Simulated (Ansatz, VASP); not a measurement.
# BiClO: VASP beside Ansatz

```
Bi Cl O
1.0
     3.85080    0.00000    0.00000
     0.00000    3.85080    0.00000
     0.00000    0.00000    7.16920
Bi Cl O
2 2 2
Direct
  0.50000 0.00000 0.32532
  0.00000 0.50000 0.67468
  0.00000 0.50000 0.14486
  0.50000 0.00000 0.85514
  0.00000 0.00000 0.50000
  0.50000 0.50000 0.50000
```

Alike in both runs: functional LDA; k mesh 6 × 6 × 4; occupations gaussian, width 0.02 eV; no spin polarisation.

Ansatz relaxed the structure, and its values are those at the end. VASP's run is a single point on that final structure, the one shown.

|  | VASP | Ansatz |
| --- | --- | --- |
| version | VASP 6.6.1 | Ansatz 0.2.0 |
| potentials or method | VASP PAW LDA potentials, release 64 (Bi_d, Cl, O) | scalar-relativistic, plane waves, PAW |
| plane-wave cutoff (eV) | 520 | 420 |
| valence electrons in the cell | 56 | 56 |

Ansatz gave:

```
gap on the k mesh at the Fermi level (eV) : 2.59
least direct gap on the mesh (eV)         : 2.90
pressure (GPa)                            : 0.0
rms of the force components (eV/Å)        : 0.000
```

**Question.** What did VASP give for the same quantities?

**Answer.** gap on the k mesh at the Fermi level (eV): 2.57; least direct gap on the mesh (eV): 2.89; pressure (GPa): 0.3; rms of the force components (eV/Å): 0.028.

Caveats: spin-orbit coupling is left out, which as a rule narrows the gap of such compounds by several tenths of an eV. A k mesh can miss the band edges. LDA gaps usually lie below the measured ones, often by a third to a half.
